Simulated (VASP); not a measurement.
Input of a VASP 6.6.1 run:

Contents of INCAR:

```
SYSTEM = Al3BiO3
ALGO     = Normal         ! electronic algorithm
EDIFF    = 1E-7           ! SCF threshold, eV
EDIFFG   = -0.005         ! ionic threshold
ENCUT    = 520            ! plane-wave cutoff, eV
GGA      = PE             ! functional
IBRION   = 2              ! ionic algorithm
ISIF     = 3              ! what is computed and relaxed
ISMEAR   = 0              ! smearing method
KPAR     = 4            
LASPH    = .TRUE.         ! aspherical terms in the spheres
LCHARG   = .FALSE.        ! write CHGCAR
LREAL    = .FALSE.        ! projectors in reciprocal space
LWAVE    = .FALSE.        ! write WAVECAR
NELM     = 120            ! most SCF steps
NSW      = 60             ! ionic steps
POTIM    = 0.3            ! step
PREC     = Accurate       ! precision mode
SIGMA    = 0.03           ! smearing width, eV
```

KPOINTS

```
k-points
0
G
  6 6 6
  0 0 0
```

The input POSCAR:

```
Al3BiO3                                 
1.0
    3.7225368870      2.1492076762      2.2010544776
   -3.7225368870      2.1492076762      2.2010544776
    0.0000000000     -4.2984153524      2.2010544776
  Al              Bi              O             
     3     1     3
Direct
     0.4627816503695594    0.0229312063373807    0.4627816503695600
     0.0229312063373807    0.4627816503695594    0.4627816503695600
     0.4627816503695600    0.4627816503695600    0.0229312063373801
     0.8694366862900001    0.8694366862900001    0.8694366862900001
     0.2682316447346111    0.2682316447346111    0.6460596571642868
     0.2682316447346112    0.6460596571642866    0.2682316447346111
     0.6460596571642866    0.2682316447346112    0.2682316447346111
```

Potentials or basis: VASP PAW PBE potentials, release 64 (Al, Bi_d, O).

Launch:

```sh
$ cat potpaw_PBE.64/Al/POTCAR potpaw_PBE.64/Bi_d/POTCAR potpaw_PBE.64/O/POTCAR > POTCAR
$ mpirun -np 4 vasp_std > vasp.out
```

Predict the band gap on the k mesh.

0.69 eV, indirect (least direct gap 0.76 eV).

Forces in eV/Å, atoms in the order of the input:
```
Al  -0.001  0.001  0.004
Al   0.001  0.001  0.004
Al   0.000 -0.001  0.004
Bi   0.000  0.000 -0.002
O    0.000 -0.003 -0.003
O   -0.002  0.001 -0.003
O    0.002  0.001 -0.003
```

Caveat: spin-orbit coupling is left out, which as a rule narrows the gap of such compounds by several tenths of an eV. As with any semilocal functional, this PBE gap is likely too small.
